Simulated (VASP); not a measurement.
Input of a VASP 6.6.1 run:

File INCAR:

```
SYSTEM = Sr3Ag
PREC     = Accurate       ! precision mode
ENCUT    = 520            ! plane-wave cutoff, eV
EDIFF    = 1E-6           ! SCF threshold, eV
ISMEAR   = 1              ! smearing method
SIGMA    = 0.1            ! smearing width, eV
LREAL    = .False.        ! projectors in reciprocal space
LASPH    = .True.         ! aspherical terms in the spheres
NELM     = 100            ! most SCF steps
ALGO     = Normal         ! electronic algorithm
ISIF     = 2              ! what is computed and relaxed
LWAVE    = .False.        ! write WAVECAR
LCHARG   = .False.        ! write CHGCAR
GGA      = PE             ! functional
NBANDS   = 28             ! bands
```

KPOINTS

```
regular mesh
0
Gamma
  4 4 4
  0 0 0
```

The input POSCAR:

```
Sr3Ag
1.0
    5.5362561902      0.0000000000      0.0000000000
    0.0000000000      5.5362561902      0.0000000000
    0.0000000000      0.0000000000      5.5362561902
Sr Ag
3 1
Direct
    0.0000000000      0.5000000000      0.5000000000
    0.5000000000      0.0000000000      0.5000000000
    0.5000000000      0.5000000000      0.0000000000
    0.0000000000      0.0000000000      0.0000000000
```

Potentials or basis: VASP PAW PBE potentials, release 64 (Sr_sv, Ag).

Command:

```console
$ cat potpaw_PBE.64/Sr_sv/POTCAR potpaw_PBE.64/Ag/POTCAR > POTCAR
$ mpirun -np 1 vasp_std > vasp.out
```

(1) Predict the band gap on the k mesh.

(2) Estimate the pressure.

## Answers

(1) none (metal or under the smearing width).

(2) -0.4 GPa.
